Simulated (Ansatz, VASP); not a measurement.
Two plane-wave programs on NbSi2B6

```
Nb Si B
1.0
     0.00000    3.53787    3.53787
     3.53787    0.00000    3.53787
     3.53787    3.53787    0.00000
Nb Si B
1 2 6
Direct
  0.00000 0.00000 0.00000
  0.25000 0.25000 0.25000
  0.75000 0.75000 0.75000
  0.67792 0.32208 0.32208
  0.32208 0.67792 0.32208
  0.32208 0.67792 0.67792
  0.67792 0.32208 0.67792
  0.32208 0.32208 0.67792
  0.67792 0.67792 0.32208
```

Change from the starting cell: species swapped into the Cs2GeF6 type (Fm-3m, No. 225).

Alike in both runs: functional PBE; k mesh 10 × 10 × 10; occupations gaussian, width 0.1 eV; no spin polarisation.

Ansatz relaxed the structure, and its values are those at the end. VASP's run is a single point on that final structure, the one shown.

|  | VASP | Ansatz |
| --- | --- | --- |
| version | VASP 6.6.1 | Ansatz 0.2.0 |
| potentials or method | VASP PAW PBE potentials, release 64 (Nb_sv, Si, B) | scalar-relativistic, plane waves, PAW |
| plane-wave cutoff (eV) | 520 | 420 |
| valence electrons in the cell | 39 | 39 |

```csv
,VASP,Ansatz,Ansatz less VASP
gap on the k mesh at the Fermi level (eV),none,none,-
pressure (GPa),-0.1,0.0,+0.08
rms of the force components (eV/Å),0.010,0.001,-0.0082
```

A gap of «none» marks a metal or a gap that the smearing closes.
